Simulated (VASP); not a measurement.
# PC2 (P6_3/mmc) in VASP: a series of runs

The runs below take PC2 through relaxation of cell and atoms, with PBE, RPBE.

Program: VASP 6.6.1. These are calculated values, not measurements. Logs are shortened: lines on timing, memory, paths and dates and some standing lists are left out, and cuts for length are marked.

### 1 The crystal as given

It takes space group P6_3/mmc (No. 194, hexagonal). Conventional cell: a = 2.852 Å, b = 2.852 Å, c = 7.029 Å, α = 90.00°, β = 90.00°, γ = 120.00°. P (site symmetry -3m) has 6 C at 1.95 Å as nearest neighbours. C (site symmetry 3m) has 1 C at 1.42 Å as nearest neighbours.

The cell was built by a generator and needn't be a form met in nature.

### 2 Relaxation of cell and atoms, PBE

The input, INCAR:

```
PREC = Accurate
ENCUT = 600
EDIFF = 1E-6
ISMEAR = 0
SIGMA = 0.05
LREAL = False
LASPH = True
NELM = 60
ALGO = Normal
ISIF = 3
LWAVE = False
LCHARG = False
GGA = PE
IBRION = 2
NSW = 60
EDIFFG = -0.005
```

The input, KPOINTS:

```
Automatic mesh
0
Gamma
  11 11 4
```

The input, POSCAR:

```
PC2
1.0
    2.8524400000      0.0000000000      0.0000000000
   -1.4262200000      2.4702800000      0.0000000000
    0.0000000000      0.0000000000      7.0289600000
P C
2 4
Direct
    0.0000000000      0.0000000000      0.5000000000
    0.0000000000      0.0000000000      0.0000000000
    0.6666700000      0.3333300000      0.3508200000
    0.3333300000      0.6666700000      0.6491800000
    0.3333300000      0.6666700000      0.8508200000
    0.6666700000      0.3333300000      0.1491800000
```

Potentials or basis: VASP PAW PBE potentials, release 64 (P, C).

On the command line:

```sh
$ cat potpaw_PBE.64/P/POTCAR potpaw_PBE.64/C/POTCAR > POTCAR
$ mpirun -np 1 vasp_std > vasp.out
```

OUTCAR:

```text
PREC = Accurate
   ENCUT = 600
   EDIFF = 1E-6
   ISMEAR = 0
   LREAL = False
   LASPH = True
   NELM = 60
   ISIF = 3
   GGA = PE
   IBRION = 2
   NSW = 60
   EDIFFG = -0.005

 ion  position               nearest neighbor table
   1  0.000  0.000  0.500-   3 1.95   4 1.95   4 1.95   3 1.95   3 1.95   4 1.95
   2  0.000  0.000  0.000-   5 1.95   6 1.95   5 1.95   6 1.95   6 1.95   5 1.95
   3  0.667  0.333  0.351-   6 1.42   1 1.95   1 1.95   1 1.95
   4  0.333  0.667  0.649-   5 1.42   1 1.95   1 1.95   1 1.95
   5  0.333  0.667  0.851-   4 1.42   2 1.95   2 1.95   2 1.95
   6  0.667  0.333  0.149-   3 1.42   2 1.95   2 1.95   2 1.95

  LATTYP: Found a hexagonal cell.
 ALAT       =     2.8524400000
 C/A-ratio  =     2.4641920601

  Lattice vectors:

 A1 = (   2.8524400000,   0.0000000000,   0.0000000000)
 A2 = (  -1.4262200000,   2.4702800000,   0.0000000000)
 A3 = (   0.0000000000,   0.0000000000,   7.0289600000)

Analysis of symmetry for initial positions (statically):
=====================================================================
 Subroutine PRICEL returns:
 Original cell was already a primitive cell.

 Routine SETGRP: Setting up the symmetry group for a
 hexagonal supercell.

 Subroutine GETGRP returns: Found  8 space group operations
 (whereof  4 operations were pure point group operations)
 out of a pool of 24 trial point group operations.

The static configuration has the point symmetry C_2h.
 The point group associated with its full space group is D_2h.

Analysis of symmetry for dynamics (positions and initial velocities):
=====================================================================
 Subroutine PRICEL returns:
 Original cell was already a primitive cell.

 Routine SETGRP: Setting up the symmetry group for a
 hexagonal supercell.

 Subroutine GETGRP returns: Found  8 space group operations
 (whereof  4 operations were pure point group operations)
 out of a pool of 24 trial point group operations.

The dynamic configuration has the point symmetry C_2h.
 The point group associated with its full space group is D_2h.

 Subroutine INISYM returns: Found  8 space group operations
 (whereof  4 operations are pure point group operations),
 and found     1 'primitive' translations

----------------------------------------------------------------------------------------

                                     Primitive cell

  volume of cell :      49.5283

  direct lattice vectors                    reciprocal lattice vectors
     2.852440000  0.000000000  0.000000000     0.350577050  0.202406205  0.000000000
[... 109 lines left out ...]
   ISMEAR =     0;   SIGMA  =   0.05  broadening in eV -4-tet -1-fermi 0-gaus
   EFERMI_NEDOS =   21; number of points for ismear=-14 and -15
   IALGO  =     38    algorithm
   IMIX   =      4    mixing-type and parameters
     AMIX     =   0.40;   BMIX     =  1.00
     AMIX_MAG =   1.60;   BMIX_MAG =  1.00
  volume/ion in A,a.u.               =       8.25        55.71
  Fermi-wavevector in a.u.,A,eV,Ry     =   1.320631  2.495630 23.729447  1.744065
  Thomas-Fermi vector in A             =   2.450443
   LORBIT       =      0    0 simple, 1 ext, 2 COOP (PROOUT), +10 PAW based schemes
   GGA     = PE    functional components
   LHFCALC =     F    Hartree Fock is set to
   AEXX    =    0.0000 exact exchange contribution
   IVDW    =     0    specifies the selected vdW correction
   LEPSILON=     F    determine dielectric tensor
   LRPA    =     F    only Hartree local field effects (RPA)
 conjugate gradient relaxation of ions
 non-spin polarized calculation
 Gauss-broadening in eV      SIGMA  =   0.05
  energy-cutoff  :      600.00
  volume of cell :       49.53
 maximum number of plane-waves:      1672
   NGX = 11   NGY = 11   NGZ = 29

--------------------------------------- Ionic step        1  -------------------------------------------

 number of electron      25.9999998 magnetization

 Free energy of the ion-electron system (eV)
  ---------------------------------------------------
  ext. energy  EPLUGINS =         0.00000000
  ---------------------------------------------------
  free energy    TOTEN  =       -43.14123006 eV

  energy without entropy =      -43.13658074  energy(sigma->0) =      -43.13890540

------------------------ aborting loop because EDIFF is reached ----------------------------------------

  FORCE on cell =-STRESS in cart. coord.  units (eV):
  Direction    XX          YY          ZZ          XY          YZ          ZX
  --------------------------------------------------------------------------------------
  -------------------------------------------------------------------------------------
  Total        0.0232457      0.0229970     -0.4846507     -0.0002152     -0.0000000      0.0000000
  in kB        0.7519668      0.7439245    -15.6778194     -0.0069620     -0.0000000      0.0000000
  external PRESSURE =      -4.7273094 kB  Pullay stress =       0.0000000 kB
[... 227 lines left out ...]
--------------------------------------- Ionic step        7  -------------------------------------------

 number of electron      25.9999998 magnetization

 Free energy of the ion-electron system (eV)
  ---------------------------------------------------
  ext. energy  EPLUGINS =         0.00000000
  ---------------------------------------------------
  free energy    TOTEN  =       -43.14204498 eV

  energy without entropy =      -43.13824934  energy(sigma->0) =      -43.14014716

 E-fermi :  10.1092     XC(G=0): -12.3419

 val. band max:       10.0815952669   @ k =   0.0909   0.0000   0.5000
 cond. band min:      10.1314787895   @ k =  -0.1818  -0.4545   0.2500
 fundamental gap:      0.0498835226
 Fermi energy:        10.1091753439

 k-point     1 :       0.0000    0.0000    0.0000
  band No.  band energies     occupation
      1      -9.4494      2.00000
      2      -7.6704      2.00000
      3      -6.0868      2.00000
      4      -0.4631      2.00000
      5       0.6717      2.00000
      6       6.5905      2.00000
[... 457 lines left out ...]
      4      -2.1632      2.00000
      5      -1.7312      2.00000
      6       0.2967      2.00000
[... 9 lines left out ...]
     16      14.5031      0.00000
     17      16.1188      0.00000

 [... further k-points ...]

------------------------ aborting loop because EDIFF is reached ----------------------------------------

  FORCE on cell =-STRESS in cart. coord.  units (eV):
  Direction    XX          YY          ZZ          XY          YZ          ZX
  --------------------------------------------------------------------------------------
  -------------------------------------------------------------------------------------
  Total        0.0021896      0.0022354      0.0080281      0.0000397      0.0000000     -0.0000000
  in kB        0.0708680      0.0723496      0.2598349      0.0012834      0.0000000     -0.0000000
  external PRESSURE =       0.1343509 kB  Pullay stress =       0.0000000 kB
[... 21 lines left out ...]
  FREE ENERGIE OF THE ION-ELECTRON SYSTEM (eV)
  ---------------------------------------------------
  free  energy   TOTEN  =       -43.1420449797 eV

  energy  without entropy=      -43.1382493385  energy(sigma->0) =      -43.14014716

 reached required accuracy - stopping structural energy minimisation
```

Run time: 2.8 min. Hardware: 1 thread of Intel Xeon Platinum 8488C (Sapphire Rapids), shared host; peak memory 0.24 GiB.

Results:

| Quantity | Value |
| --- | --- |
| Free energy | -43.1420 eV |
| Relaxed volume | 8.25 Å³/atom |
| Relaxed cell | a = 2.855 Å, b = 2.855 Å, c = 7.011 Å, α = 90.00°, β = 90.00°, γ = 120.00° |
| Space group after relaxing (to 0.05 Å) | P6_3/mmc (No. 194) |
| Energy gained by relaxing | 0.1 meV/atom |
| Ionic steps | 7 |
| Pressure after relaxing | 0.0 GPa |
| Band gap on the k mesh | none (metal or under the smearing width) |

The path:
| step | energy change (eV) | largest force (eV/Å) | pressure (GPa) | volume (Å³) |
| --- | --- | --- | --- | --- |
| 1 | 0.0000 | 0.0449 | -0.47 | 49.53 |
| 2 | -0.0004 | 0.0038 | 0.86 | 49.35 |
| 3 | -0.0007 | 0.0171 | 0.32 | 49.42 |
| 4 | -0.0008 | 0.0504 | -0.07 | 49.51 |
| 5 | -0.0008 | 0.0241 | 0.07 | 49.48 |
| 6 | -0.0008 | 0.0334 | -0.08 | 49.54 |
| 7 | -0.0008 | 0.0005 | 0.01 | 49.50 |

Final structure:
```
P C
1.0
     2.85532    0.00000    0.00000
    -1.42766    2.47277    0.00000
     0.00000    0.00000    7.01112
P C
2 4
Cartesian
  0.0000 0.0000 3.5056
  0.0000 0.0000 0.0000
  1.4277 0.8242 2.4614
  0.0000 1.6485 4.5498
  0.0000 1.6485 5.9669
  1.4277 0.8242 1.0442
```

### 3 Relaxation of cell and atoms, RPBE

The input, INCAR:

```
SYSTEM = PC2
PREC     = Accurate       ! precision mode
ENCUT    = 600            ! plane-wave cutoff, eV
EDIFF    = 1E-7           ! SCF threshold, eV
ISMEAR   = 0              ! smearing method
SIGMA    = 0.05           ! smearing width, eV
LREAL    = .FALSE.        ! projectors in reciprocal space
LASPH    = .TRUE.         ! aspherical terms in the spheres
NELM     = 60             ! most SCF steps
ALGO     = Fast           ! electronic algorithm
ISIF     = 3              ! what is computed and relaxed
LWAVE    = .FALSE.        ! write WAVECAR
LCHARG   = .FALSE.        ! write CHGCAR
GGA      = RP             ! functional
IBRION   = 2              ! ionic algorithm
NSW      = 40             ! ionic steps
EDIFFG   = -0.01          ! ionic threshold
```

The input, KPOINTS:

```
Automatic mesh
0
G
  11 11 4
  0 0 0
```

POSCAR is that of step 2.

Potentials or basis: VASP PAW PBE potentials, release 64 (P, C).

On the command line:

```sh
$ cat potpaw_PBE.64/P/POTCAR potpaw_PBE.64/C/POTCAR > POTCAR
$ mpirun -np 1 vasp_std > vasp.out
```

Wall time 3.9 min (1 thread of Intel Xeon Platinum 8488C (Sapphire Rapids), shared host); peak memory 0.23 GiB.

The run converged. Its results:

| Item | Value |
| --- | --- |
| Free energy | -40.5840 eV |
| Relaxed volume | 8.36 Å³/atom |
| Relaxed cell | a = 2.870 Å, b = 2.870 Å, c = 7.032 Å, α = 90.00°, β = 90.00°, γ = 120.00° |
| Space group after relaxing (to 0.05 Å) | P6_3/mmc (No. 194) |
| Energy gained by relaxing | 1.2 meV/atom |
| Ionic steps | 7 |
| Pressure after relaxing | 0.0 GPa |
| Largest force after relaxing | 0.007 eV/Å |
| Band gap on the k mesh | none (metal or under the smearing width) |

Forces on the atoms (eV/Å):
```
P    0.000  0.000  0.000
P    0.000  0.000  0.000
C    0.000  0.000  0.007
C    0.000  0.000 -0.007
C    0.000  0.000  0.007
C    0.000  0.000 -0.007
```

Stress tensor (GPa, compression positive):
```
-0.03  0.00  0.00
 0.00 -0.03  0.00
 0.00  0.00  0.05
```

Step by step:
```tsv
step	energy change (eV)	largest force (eV/Å)	pressure (GPa)	volume (Å³)
1	0.0000	0.1790	2.85	49.53
2	0.0082	0.5667	-3.15	50.59
3	-0.0046	0.1108	0.55	49.92
4	-0.0057	0.1455	-0.92	50.41
5	-0.0067	0.0433	-0.32	50.21
6	-0.0070	0.0115	0.14	50.16
7	-0.0070	0.0066	-0.01	50.18
```

Final structure:
```xyz
6
Lattice="2.8705 0.0000 0.0000 -1.4352 2.4859 0.0000 0.0000 0.0000 7.0316" Properties=species:S:1:pos:R:3 pbc="T T T"
P     0.0000    0.0000    3.5158
P     0.0000    0.0000    7.0316
C     1.4352    0.8286    2.4698
C     0.0000    1.6573    4.5618
C     0.0000    1.6573    5.9856
C     1.4352    0.8286    1.0460
```

Levels at points of the mesh, in eV from the Fermi level:
| k point | band 11 | band 12 | band 13 | band 14 | band 15 | band 16 |
| --- | --- | --- | --- | --- | --- | --- |
| (0.00, 0.00, 0.00) | 0.35 | 0.36 | 1.14 | 1.14 | 4.97 | 5.13 |
| (0.00, 0.00, 0.50) | 0.65 | 0.65 | 0.65 | 0.65 | 5.07 | 5.07 |

Caveat: the PAW data sets were made with another functional, which shifts forces and pressure a little.
